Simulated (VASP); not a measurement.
Calculation: r2SCAN meta-GGA, VASP's PBE PAW potentials (set 64) (plane waves; VASP 6.6.1).

A VASP calculation is set up with these files.

KPOINTS:
```
K-points
0
gamma
 5 5 1
0 0 0
```

### POSCAR
```
CaSe(100) slab
1.0
  4.2026130708   0.0000000000   0.0000000000
  0.0000000000   4.2026130708   0.0000000000
  0.0000000000   0.0000000000  26.9460570242
Ca Se
4 4
Cartesian
  0.0000000000   2.1013065354   9.0983940775
  2.1013065354   0.0000000000  11.9518617249
  0.0000000000   2.1013065354  14.9941952993
  2.1013065354   0.0000000000  17.8476629467
  4.2026130708   2.1013065354  12.0065846479
  2.1013065354   0.0000000000   8.9557743425
  0.0000000000   2.1013065354  17.9902826817
  2.1013065354   0.0000000000  14.9394723763
```

### INCAR
```
SYSTEM = CaSe(100) slab
PREC = Normal; ENCUT = 400; LREAL = .FALSE.
LASPH = .TRUE.
EDIFF = 1E-6; NELM = 100; NELMIN = 4
ALGO = Normal; LMAXMIX = 4; LMIXTAU = .TRUE.
ISMEAR = 0; SIGMA = 0.05
METAGGA = R2SCAN
LWAVE = .FALSE.; LCHARG = .FALSE.; LORBIT = 11
LVHAR = .TRUE.
DIPOL = 0.5 0.5 0.5
LDIPOL = .TRUE.; IDIPOL = 3
```

POTCAR, in this order: Ca_sv Se (PBE.64 set). Program: vasp_std. Read from the step before: WAVECAR.

Problem. Predict the energy per atom (σ→0), band gap (on the k-mesh).

Solution. 
* **energy per atom (σ→0)**: -12866 meV/atom
* **band gap (on the k-mesh)**: 2.68 eV

File OSZICAR:
```
       N       E                     dE             d eps       ncg     rms          rms(c)
DAV:   1    -0.102924214276E+03   -0.10292E+03   -0.78755E-06   372   0.138E-02    0.133E-03
DAV:   2    -0.102924214217E+03    0.59203E-07   -0.82449E-07   372   0.501E-03    0.350E-04
DAV:   3    -0.102924214218E+03   -0.74397E-09   -0.54145E-07   314   0.417E-03    0.203E-04
DAV:   4    -0.102924214141E+03    0.76676E-07   -0.35980E-07   292   0.326E-03
   1 F= -.10292421E+03 E0= -.10292421E+03  d E =-.428039E-12
```

The cell is a thin slab with vacuum, built from CaSe (rock salt): (100) face.
